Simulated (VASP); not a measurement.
# BeTl (Pm-3m) in VASP: equation of state

Aim: energy against volume of BeTl in PBE, for its equilibrium volume and stiffness.

Program: VASP 6.6.1. These are calculated values, not measurements. Logs are shortened: lines on timing, memory, paths and dates and some standing lists are left out, and cuts for length are marked.

## (1) The crystal as given

It takes space group Pm-3m (No. 221, cubic). Conventional cell: a = 3.382 Å, b = 3.382 Å, c = 3.382 Å, α = 90.00°, β = 90.00°, γ = 90.00°. Around Be (site symmetry m-3m) lie 8 Tl at 2.93 Å. Tl (site symmetry m-3m) has 8 Be at 2.93 Å as nearest neighbours.

The cell was built by a generator and needn't be a form met in nature.

## (2) Equation of state, PBE, 18.17 Å³/atom (volume scaled by 0.94)

INCAR

```
ALGO = Normal
EDIFF = 1E-7
ENCUT = 520
GGA = PE
ISIF = 2
ISMEAR = -1
LASPH = T
LCHARG = F
LREAL = F
LWAVE = F
NBANDS = 14
NELM = 80
PREC = Accurate
SIGMA = 0.05
```

KPOINTS

```
k-points
0
Gamma
  8 8 8
```

POSCAR

```
BeTl
1.0
    3.3125683852      0.0000000000      0.0000000000
    0.0000000000      3.3125683852      0.0000000000
    0.0000000000      0.0000000000      3.3125683852
Be Tl
1 1
Direct
    0.5000000000      0.5000000000      0.5000000000
    0.0000000000      0.0000000000      0.0000000000
```

Potentials or basis: VASP PAW PBE potentials, release 64 (Be, Tl_d).

On the command line:

```bash
> cat potpaw_PBE.64/Be/POTCAR potpaw_PBE.64/Tl_d/POTCAR > POTCAR
> mpirun -np 1 vasp_std > vasp.out
```

OUTCAR:

```text
EDIFF = 1E-7
   ENCUT = 520
   GGA = PE
   ISIF = 2
   ISMEAR = -1
   LASPH = T
   LREAL = F
   NELM = 80
   PREC = Accurate

 Found     35 irreducible k-points:

 Following reciprocal coordinates:
            Coordinates               Weight
  0.000000  0.000000  0.000000      1.000000
  0.125000  0.000000  0.000000      6.000000
  0.250000  0.000000  0.000000      6.000000
  0.375000  0.000000  0.000000      6.000000
  0.500000  0.000000  0.000000      3.000000
  0.125000  0.125000  0.000000     12.000000
   k-points           NKPTS =     35   k-points in BZ     NKDIM =     35   number of bands    NBANDS=     14
   number of dos      NEDOS =    301   number of ions     NIONS =      2
   total plane-waves  NPLWV =  21952
   dimension x,y,z NGX =    28 NGY =   28 NGZ =   28
   dimension x,y,z NGXF=    56 NGYF=   56 NGZF=   56
   ions per type =               1   1
   NGX,Y,Z   is equivalent  to a cutoff of  14.05, 14.05, 14.05 a.u.
   NGXF,Y,Z  is equivalent  to a cutoff of  28.10, 28.10, 28.10 a.u.
 SYSTEM =  unknown system
   PREC   = accura    normal or accurate (medium, high low for compatibility)
   ISTART =      0    job   : 0-new  1-cont  2-samecut
   ICHARG =      2    charge: 1-file 2-atom 10-const
   ISPIN  =      1    spin polarized calculation?
   LNONCOLLINEAR =      F non collinear calculations
   LSORBIT =      F    spin-orbit coupling
   LASPH  =      T    aspherical Exc in radial PAW
   ENCUT  =  520.0 eV  38.22 Ry    6.18 a.u.   6.16  6.16  6.16*2*pi/ulx,y,z
   NELM   =     80;   NELMIN=  2; NELMDL= -5     # of ELM steps
   EDIFF  = 0.1E-06   stopping-criterion for ELM
   LREAL  =      F    real-space projection
   EDIFFG = 0.1E-05   stopping-criterion for IOM
   NSW    =      0    number of steps for IOM
   IBRION =     -1    ionic relax: 0-MD 1-quasi-New 2-CG
   NFREE  =      0    steps in history (QN), initial steepest desc. (CG)
   ISIF   =      2    stress and relaxation
   ISYM   =      2    0-nonsym 1-usesym 2-fastsym
   POTIM  = 0.5000    time-step for ionic-motion
   TEBEG  =    0.0;   TEEND  =   0.0 temperature during run
   PSTRESS=    0.0 pullay stress
   NELECT =      15.0000    total number of electrons
   NUPDOWN=      -1.0000    fix difference up-down
   EMIN   =  10.00;   EMAX   =-10.00  energy-range for DOS
   EFERMI =   0.00;   METHOD = LEGACY
   ISMEAR =    -1;   SIGMA  =   0.05  broadening in eV -4-tet -1-fermi 0-gaus
   EFERMI_NEDOS =   21; number of points for ismear=-14 and -15
   IALGO  =     38    algorithm
   IMIX   =      4    mixing-type and parameters
     AMIX     =   0.40;   BMIX     =  1.00
     AMIX_MAG =   1.60;   BMIX_MAG =  1.00
  volume/ion in A,a.u.               =      18.17       122.65
  Fermi-wavevector in a.u.,A,eV,Ry     =   1.218822  2.303240 20.211833  1.485528
  Thomas-Fermi vector in A             =   2.354096
   LORBIT       =      0    0 simple, 1 ext, 2 COOP (PROOUT), +10 PAW based schemes
   GGA     = PE    functional components
   LHFCALC =     F    Hartree Fock is set to
   AEXX    =    0.0000 exact exchange contribution
   IVDW    =     0    specifies the selected vdW correction
   LEPSILON=     F    determine dielectric tensor
   LRPA    =     F    only Hartree local field effects (RPA)
 non-spin polarized calculation
  energy-cutoff  :      520.00
  volume of cell :       36.35
 maximum number of plane-waves:       992
 NGX is ok and might be reduce to    28
   NGX = 13   NGY = 13   NGZ = 13

 number of electron      15.0000003 magnetization

 Free energy of the ion-electron system (eV)
  ---------------------------------------------------
  ext. energy  EPLUGINS =         0.00000000
  ---------------------------------------------------
  free energy    TOTEN  =        -4.22786954 eV

  energy without entropy =       -4.21899720  energy(sigma->0) =       -4.22343337

 E-fermi :   7.2694     XC(G=0): -10.5040

 val. band max:        7.2350557305   @ k =   0.3750   0.2500   0.1250
 cond. band min:       7.3382916013   @ k =   0.5000   0.3750   0.0000
 fundamental gap:      0.1032358708
 Fermi energy:         7.2693874063

 k-point     1 :       0.0000    0.0000    0.0000
  band No.  band energies     occupation
      1      -4.9031      2.00000
      2      -4.9031      2.00000
      3      -4.1482      2.00000
      4      -4.1482      2.00000
      5      -4.1482      2.00000
      6      -3.6837      2.00000
      7       9.0256      0.00000
      8       9.0256      0.00000
      9       9.0256      0.00000
     10      11.4479      0.00000
     11      14.9539      0.00000
     12      14.9539      0.00000
     13      20.2545      0.00000
     14      20.2545      0.00000

 k-point     2 :       0.1250    0.0000    0.0000
  band No.  band energies     occupation
      1      -4.8932      2.00000
      2      -4.8314      2.00000
      3      -4.1901      2.00000
      4      -4.1901      2.00000
      5      -4.1444      2.00000
      6      -3.4577      2.00000
      7       7.4658      0.03860
      8       9.3010      0.00000
      9       9.3010      0.00000
     10      12.0203      0.00000
     11      14.9956      0.00000
     12      16.0546      0.00000
     13      19.4013      0.00000
     14      19.4014      0.00000

 k-point     3 :       0.2500    0.0000    0.0000
  band No.  band energies     occupation
      1      -4.8691      2.00000
      2      -4.6887      2.00000
      3      -4.2889      2.00000
      4      -4.2889      2.00000
      5      -4.1352      2.00000
      6      -2.7423      2.00000
      7       5.0163      2.00000
      8      10.0894      0.00000
      9      10.0894      0.00000
     10      12.4932      0.00000
     11      15.1100      0.00000
     12      16.8524      0.00000
     13      17.4493      0.00000
     14      17.4493      0.00000

 k-point     4 :       0.3750    0.0000    0.0000
  band No.  band energies     occupation
      1      -4.8449      2.00000
      2      -4.5728      2.00000
      3      -4.3846      2.00000
      4      -4.3846      2.00000
      5      -4.1260      2.00000
      6      -1.5622      2.00000
      7       2.7094      2.00000
      8      11.2683      0.00000
      9      11.2683      0.00000
     10      12.9337      0.00000
     11      15.2516      0.00000
     12      15.3990      0.00000
     13      15.3990      0.00000
     14      15.7796      0.00000

 k-point     5 :       0.5000    0.0000    0.0000
  band No.  band energies     occupation
      1      -4.8347      2.00000
      2      -4.5294      2.00000
      3      -4.4234      2.00000
      4      -4.4234      2.00000
      5      -4.1222      2.00000
      6      -0.5234      2.00000
      7       1.2889      2.00000
      8      12.2164      0.00000
      9      12.2164      0.00000
     10      13.2325      0.00000
     11      14.1466      0.00000
     12      14.1466      0.00000
     13      15.1417      0.00000
     14      15.3217      0.00000

 k-point     6 :       0.1250    0.1250    0.0000
  band No.  band energies     occupation
      1      -4.8550      2.00000
      2      -4.7799      2.00000
      3      -4.2421      2.00000
      4      -4.1911      2.00000
      5      -4.1798      2.00000
      6      -3.2313      2.00000
      7       7.6271      0.00156
      8       7.8129      0.00004
      9       9.5657      0.00000
     10      12.6324      0.00000
     11      15.6902      0.00000
     12      16.4848      0.00000
     13      17.9585      0.00000
     14      18.8994      0.00000

 [... further k-points ...]
[... 5 lines left out ...]
  --------------------------------------------------------------------------------------
  -------------------------------------------------------------------------------------
  Total        0.6808750      0.6808750      0.6808750      0.0000000      0.0000000      0.0000000
  in kB       30.0112049     30.0112049     30.0112049      0.0000000      0.0000000      0.0000000
  external PRESSURE =      30.0112049 kB  Pullay stress =       0.0000000 kB

 VOLUME and BASIS-vectors are now :
 -----------------------------------------------------------------------------
  energy-cutoff  :      520.00
  volume of cell :       36.35
      direct lattice vectors                 reciprocal lattice vectors
     3.312568385  0.000000000  0.000000000     0.301880560  0.000000000  0.000000000
     0.000000000  3.312568385  0.000000000     0.000000000  0.301880560  0.000000000
     0.000000000  0.000000000  3.312568385     0.000000000  0.000000000  0.301880560

 POSITION                                       TOTAL-FORCE (eV/Angst)
 -----------------------------------------------------------------------------------
      1.65628      1.65628      1.65628         0.000000      0.000000      0.000000
      0.00000      0.00000      0.00000         0.000000      0.000000      0.000000
 -----------------------------------------------------------------------------------
    total drift:                               -0.000000     -0.000000     -0.000000

  FREE ENERGIE OF THE ION-ELECTRON SYSTEM (eV)
  ---------------------------------------------------
  free  energy   TOTEN  =        -4.2278695439 eV

  energy  without entropy=       -4.2189971987  energy(sigma->0) =       -4.22343337
```

Run time: 9.4 s. Hardware: 1 thread of Intel Xeon Platinum 8488C (Sapphire Rapids), shared host; peak memory 0.16 GiB.

What came out:

| Item | Value |
| --- | --- |
| Free energy | -4.2279 eV |
| Pressure | 3.0 GPa |
| Band gap on the k mesh | none (metal or under the smearing width) |

## (3) Equation of state, PBE, 18.56 Å³/atom (volume scaled by 0.96)

INCAR, as its differences from that of step 2:

```diff
@@ -11,3 +11,3 @@
 NBANDS = 14
-NELM = 80
+NELM = 100
 PREC = Accurate
```

KPOINTS is that of step 2.

POSCAR

```
BeTl
1.0
    3.3358971002      0.0000000000      0.0000000000
    0.0000000000      3.3358971002      0.0000000000
    0.0000000000      0.0000000000      3.3358971002
Be Tl
1 1
Direct
    0.5000000000      0.5000000000      0.5000000000
    0.0000000000      0.0000000000      0.0000000000
```

Potentials or basis: VASP PAW PBE potentials, release 64 (Be, Tl_d).

On the command line:

```bash
> cat potpaw_PBE.64/Be/POTCAR potpaw_PBE.64/Tl_d/POTCAR > POTCAR
> mpirun -np 1 vasp_std > vasp.out
```

Wall time 12 s (1 thread of Intel Xeon Platinum 8488C (Sapphire Rapids), shared host); peak memory 0.16 GiB.

Results (log left out):

```
Free energy            : -4.2394 eV
Pressure               : 1.7 GPa
Band gap on the k mesh : none (metal or under the smearing width)
```

## (4) Equation of state, PBE, 18.95 Å³/atom (volume scaled by 0.98)

INCAR

```
SYSTEM = BeTl
PREC     = Accurate       ! precision mode
ENCUT    = 520            ! plane-wave cutoff, eV
EDIFF    = 1E-7           ! SCF threshold, eV
ISMEAR   = -1             ! smearing method
SIGMA    = 0.05           ! smearing width, eV
LREAL    = .False.        ! projectors in reciprocal space
LASPH    = .True.         ! aspherical terms in the spheres
NELM     = 60             ! most SCF steps
ALGO     = Normal         ! electronic algorithm
ISIF     = 2              ! what is computed and relaxed
LWAVE    = .False.        ! write WAVECAR
LCHARG   = .False.        ! write CHGCAR
GGA      = PE             ! functional
NBANDS   = 14             ! bands
```

KPOINTS

```
Automatic mesh
0
Gamma
  8 8 8
  0 0 0
```

POSCAR

```
BeTl
1.0
    3.3589040141      0.0000000000      0.0000000000
    0.0000000000      3.3589040141      0.0000000000
    0.0000000000      0.0000000000      3.3589040141
Be Tl
1 1
Direct
    0.5000000000      0.5000000000      0.5000000000
    0.0000000000      0.0000000000      0.0000000000
```

On the command line:

```bash
> cat potpaw_PBE.64/Be/POTCAR potpaw_PBE.64/Tl_d/POTCAR > POTCAR
> mpirun -np 1 vasp_std > vasp.out
```

It took 11 s on 1 thread of Intel Xeon Platinum 8488C (Sapphire Rapids), shared host; peak memory 0.16 GiB.

It converged, with:

```
Free energy            : -4.2448 eV
Pressure               : 0.5 GPa
Band gap on the k mesh : none (metal or under the smearing width)
```

## (5) Equation of state, PBE, 19.72 Å³/atom (volume scaled by 1.02)

INCAR

```
SYSTEM = BeTl
ALGO = Normal
EDIFF = 1E-7
ENCUT = 520
GGA = PE
ISIF = 2
ISMEAR = -1
LASPH = .TRUE.
LCHARG = .FALSE.
LREAL = .FALSE.
LWAVE = .FALSE.
NBANDS = 14
NELM = 60
PREC = Accurate
SIGMA = 0.05
```

KPOINTS

```
k-points
0
G
  8 8 8
  0 0 0
```

POSCAR

```
BeTl
1.0
    3.4039953546      0.0000000000      0.0000000000
    0.0000000000      3.4039953546      0.0000000000
    0.0000000000      0.0000000000      3.4039953546
Be Tl
1 1
Direct
    0.5000000000      0.5000000000      0.5000000000
    0.0000000000      0.0000000000      0.0000000000
```

On the command line:

```bash
> cat potpaw_PBE.64/Be/POTCAR potpaw_PBE.64/Tl_d/POTCAR > POTCAR
> mpirun -np 1 vasp_std > vasp.out
```

It took 9.2 s on 1 thread of Intel Xeon Platinum 8488C (Sapphire Rapids), shared host; peak memory 0.16 GiB.

The run converged. Its results:

```yaml
Free_energy: -4.2403 eV
Pressure: -1.5 GPa
Band_gap_on_the_k_mesh: none (metal or under the smearing width)
```

## (6) Equation of state, PBE, 20.11 Å³/atom (volume scaled by 1.04)

INCAR

```
SYSTEM = BeTl
  ALGO = Normal
  EDIFF = 1E-7
  ENCUT = 520
  GGA = PE
  ISIF = 2
  ISMEAR = -1
  LASPH = .TRUE.
  LCHARG = .FALSE.
  LREAL = .FALSE.
  LWAVE = .FALSE.
  NBANDS = 14
  NELM = 100
  PREC = Accurate
  SIGMA = 0.05
```

KPOINTS is that of step 5.

POSCAR

```
BeTl
1.0
    3.4260998400      0.0000000000      0.0000000000
    0.0000000000      3.4260998400      0.0000000000
    0.0000000000      0.0000000000      3.4260998400
Be Tl
1 1
Direct
    0.5000000000      0.5000000000      0.5000000000
    0.0000000000      0.0000000000      0.0000000000
```

Potentials or basis: VASP PAW PBE potentials, release 64 (Be, Tl_d).

On the command line:

```bash
> cat potpaw_PBE.64/Be/POTCAR potpaw_PBE.64/Tl_d/POTCAR > POTCAR
> mpirun -np 1 vasp_std > vasp.out
```

Run time: 9.9 s. Hardware: 1 thread of Intel Xeon Platinum 8488C (Sapphire Rapids), shared host; peak memory 0.16 GiB.

It converged, with:

```yaml
Free_energy: -4.2315 eV
Pressure: -2.3 GPa
Band_gap_on_the_k_mesh: none (metal or under the smearing width)
```

## (7) Equation of state, PBE, 20.49 Å³/atom (volume scaled by 1.06)

INCAR

```
SYSTEM = BeTl
PREC = Accurate ; ENCUT = 520
EDIFF = 1E-7 ; ISMEAR = -1
SIGMA = 0.05 ; LREAL = .FALSE.
LASPH = .TRUE. ; NELM = 60
ALGO = Normal ; ISIF = 2
LWAVE = .FALSE. ; LCHARG = .FALSE.
GGA = PE ; NBANDS = 14
```

KPOINTS

```
regular mesh
0
G
  8 8 8
  0 0 0
```

POSCAR

```
BeTl
1.0
    3.4479227203      0.0000000000      0.0000000000
    0.0000000000      3.4479227203      0.0000000000
    0.0000000000      0.0000000000      3.4479227203
Be Tl
1 1
Direct
    0.5000000000      0.5000000000      0.5000000000
    0.0000000000      0.0000000000      0.0000000000
```

On the command line:

```bash
> cat potpaw_PBE.64/Be/POTCAR potpaw_PBE.64/Tl_d/POTCAR > POTCAR
> mpirun -np 1 vasp_std > vasp.out
```

Wall time 9.7 s (1 thread of Intel Xeon Platinum 8488C (Sapphire Rapids), shared host); peak memory 0.16 GiB.

It converged, with:

```yaml
Free_energy: -4.2190 eV
Pressure: -3.0 GPa
Band_gap_on_the_k_mesh: none (metal or under the smearing width)
```

## (8) Equation of state, PBE

This step only gathers the single runs of the series.

What came out:

* Equilibrium volume: 19.15 Å³/atom
* Bulk modulus: 52 GPa
* Pressure derivative of the bulk modulus: 5.3

Energy against volume, from the lowest point:
```
volume (Å³/atom)  energy (meV/atom)
          18.175               8.54
          18.561               2.77
          18.948               0.05
          19.335               0.00
          19.721               2.33
          20.108               6.75
          20.495              12.98
```
